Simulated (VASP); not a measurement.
Input for VASP

**INCAR**
```
SYSTEM = ZrB2
PREC = Accurate
ENCUT = 520
EDIFF = 1E-7
NELM = 100
ALGO = Normal
LREAL = .FALSE.
LASPH = .TRUE.
ISMEAR = -5
GGA = BO
PARAM1 = 0.1833333333
PARAM2 = 0.22
LUSE_VDW = .TRUE.
AGGAC = 0.0
LMAXMIX = 4
LWAVE = .FALSE.
LCHARG = .TRUE.
LORBIT = 11
NEDOS = 601
ISIF = 2
LEFG = .TRUE.
```

**POSCAR**
```
ZrB2
3.1674240
  0.4999998749  -0.8660253351   0.0000000000
  0.4999998749   0.8660253351   0.0000000000
  0.0000000000   0.0000000000   1.1257309552
Zr B
1 2
Cartesian
  0.0000000000   0.0000000000   0.0000000000
  0.4999998749   0.2886756890   0.5628654776
  0.4999998749  -0.2886756890   0.5628654776
```

File KPOINTS:
```
kpoints
0
G
  12 12 10
```

POTCAR, in this order: Zr_sv B (PBE.64 set). Program: vasp_std.

Translate this optB88-vdW calculation to Quantum ESPRESSO's pw.x.

One equivalent input (not run):
```
&CONTROL
  calculation = 'scf'
  pseudo_dir = './pseudo'
  outdir = './out'
  tprnfor = .true.
  tstress = .true.
/
&SYSTEM
  ibrav = 0
  nat = 3
  ntyp = 2
  ecutwfc = 76
  occupations = 'tetrahedra'
  input_dft = 'vdw-df-obk8'
/
&ELECTRONS
  conv_thr = 7.3e-09
  electron_maxstep = 100
/
ATOMIC_SPECIES
  Zr 91.224 Zr.upf
  B 10.810 B.upf
CELL_PARAMETERS angstrom
     1.5837116   -2.7430694    0.0000000
     1.5837116    2.7430694    0.0000000
     0.0000000    0.0000000    3.5656672
ATOMIC_POSITIONS crystal
  Zr   0.0000000  0.0000000  0.0000000
  B    0.3333330  0.6666670  0.5000000
  B    0.6666670  0.3333330  0.5000000
K_POINTS automatic
  12 12 10 0 0 0
```
Limits of the translation: the potentials are each code's own (VASP's PAW set, PseudoDojo norm-conserving files in pw.x), so ENCUT and ecutwfc are chosen apart and not converted; conv_thr bounds pw.x's estimated SCF error, while EDIFF bounds the energy change between steps; the field gradients of LEFG aren't asked of the other code.

The compound is ZrB2 in the AlB2 type structure. It was relaxed first.
